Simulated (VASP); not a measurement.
Output of a VASP run:

OSZICAR:
```
       N       E                     dE             d eps       ncg     rms          rms(c)
DAV:   1     0.565446293205E+00    0.56545E+00   -0.70264E+02   845   0.415E+02
DAV:   2    -0.179527697747E+01   -0.23607E+01   -0.22889E+01  1200   0.592E+01
DAV:   3    -0.188753422236E+01   -0.92257E-01   -0.92236E-01  1055   0.839E+00
DAV:   4    -0.189006876744E+01   -0.25345E-02   -0.25219E-02  1130   0.120E+00
DAV:   5    -0.189009385117E+01   -0.25084E-04   -0.25084E-04  1030   0.108E-01    0.218E-01
DAV:   6    -0.188936294131E+01    0.73091E-03   -0.32764E-04  1145   0.147E-01    0.126E-01
DAV:   7    -0.188889894735E+01    0.46399E-03   -0.95699E-04  1100   0.228E-01    0.237E-02
DAV:   8    -0.188890283458E+01   -0.38872E-05   -0.37346E-05  1010   0.542E-02    0.178E-03
DAV:   9    -0.188890088040E+01    0.19542E-05   -0.86822E-07  1075   0.962E-03    0.367E-04
DAV:  10    -0.188890014997E+01    0.73043E-06   -0.31894E-08   475   0.185E-03
   1 F= -.18889001E+01 E0= -.18888961E+01  d E =-.188890E+01
       N       E                     dE             d eps       ncg     rms          rms(c)
DAV:   1    -0.189010421176E+01   -0.12033E-02   -0.11008E-02  1180   0.113E+00    0.219E-01
DAV:   2    -0.189002985810E+01    0.74354E-04   -0.22059E-03   965   0.419E-01    0.154E-01
DAV:   3    -0.188987417120E+01    0.15569E-03   -0.72053E-04  1550   0.192E-01    0.763E-02
DAV:   4    -0.188984275784E+01    0.31413E-04   -0.86913E-05  1520   0.809E-02    0.615E-03
DAV:   5    -0.188984541837E+01   -0.26605E-05   -0.25095E-06   675   0.164E-02    0.399E-03
DAV:   6    -0.188984783590E+01   -0.24175E-05   -0.49187E-07   455   0.844E-03    0.143E-04
DAV:   7    -0.188984779479E+01    0.41116E-07   -0.16762E-07   425   0.555E-03
   2 F= -.18898478E+01 E0= -.18898442E+01  d E =-.947645E-03
       N       E                     dE             d eps       ncg     rms          rms(c)
DAV:   1    -0.189303581095E+01   -0.31880E-02   -0.94682E-02  1160   0.341E+00    0.634E-01
DAV:   2    -0.189235014743E+01    0.68566E-03   -0.19637E-02   945   0.124E+00    0.450E-01
DAV:   3    -0.189110164901E+01    0.12485E-02   -0.57697E-03  1495   0.579E-01    0.229E-01
DAV:   4    -0.189100367094E+01    0.97978E-04   -0.87925E-04  1425   0.278E-01    0.170E-02
DAV:   5    -0.189101218693E+01   -0.85160E-05   -0.33092E-05   925   0.574E-02    0.134E-02
DAV:   6    -0.189101946630E+01   -0.72794E-05   -0.51911E-06  1260   0.217E-02    0.880E-04
DAV:   7    -0.189101863061E+01    0.83568E-06   -0.17087E-07   440   0.511E-03
   3 F= -.18910186E+01 E0= -.18910166E+01  d E =-.211848E-02
```

### OUTCAR
```
------------------------ aborting loop because EDIFF is reached ----------------------------------------
  FORCE on cell =-STRESS in cart. coord.  units (eV):
  Direction    XX          YY          ZZ          XY          YZ          ZX
  --------------------------------------------------------------------------------------
  Total        0.0003368      0.0003368      0.0003368     -0.0000000     -0.0000000      0.0000000
  in kB        0.0266591      0.0266591      0.0266591     -0.0000000     -0.0000000      0.0000000
  external PRESSURE =       0.0266591 kB  Pullay stress =       0.0000000 kB
  volume of cell :       20.24
      direct lattice vectors                 reciprocal lattice vectors
    -1.716769304  1.716769304  1.716769304     0.000000000  0.291244723  0.291244723
     1.716769304 -1.716769304  1.716769304     0.291244723  0.000000000  0.291244723
     1.716769304  1.716769304 -1.716769304     0.291244723  0.291244723  0.000000000
 POSITION                                       TOTAL-FORCE (eV/Angst)
 -----------------------------------------------------------------------------------
      0.00000     -0.00000      0.00000         0.000000      0.000000     -0.000000
 -----------------------------------------------------------------------------------
    total drift:                               -0.000000     -0.000000      0.000000
  FREE ENERGIE OF THE ION-ELECTRON SYSTEM (eV)
  ---------------------------------------------------
  free  energy   TOTEN  =        -1.8910186306 eV

  energy  without entropy=       -1.8910124530  energy(sigma->0) =       -1.89101657

 reached required accuracy - stopping structural energy minimisation
```
(Selected blocks of OUTCAR.)

POSCAR:
```
Li
1
   -1.7450000000     1.7450000000     1.7450000000
    1.7450000000    -1.7450000000     1.7450000000
    1.7450000000     1.7450000000    -1.7450000000
Li
1
Direct
  0.0000000000   0.0000000000   0.0000000000
```

Write an INCAR and KPOINTS that could have produced this output.

Several could match; the one computed here: the input of the run itself, PW91 GGA, plane waves, VASP's PBE PAW potentials (set 64).

### KPOINTS
```
Automatic
0
gamma
 13 13 13
```

### INCAR
```
! general
SYSTEM = Li
PREC   = Accurate
ENCUT  = 520
LREAL  = .FALSE.
LASPH  = .TRUE.

! electronic loop
EDIFF  = 1E-6
NELM   = 100
ALGO   = Normal

! smearing
ISMEAR = 1
SIGMA  = 0.1

! functional
GGA    = 91

! ions
IBRION = 2
NSW    = 60
ISIF   = 3
EDIFFG = -0.01

! output
LWAVE  = .FALSE.
LCHARG = .FALSE.
```

POTCAR, in this order: Li_sv (PBE.64 set). Program: vasp_std.

Energy and stress use the plane-wave basis of the starting cell.

The compound is Li in the bcc structure. This run relaxes it. Symmetry was kept, so distortions that lower it aren't found.
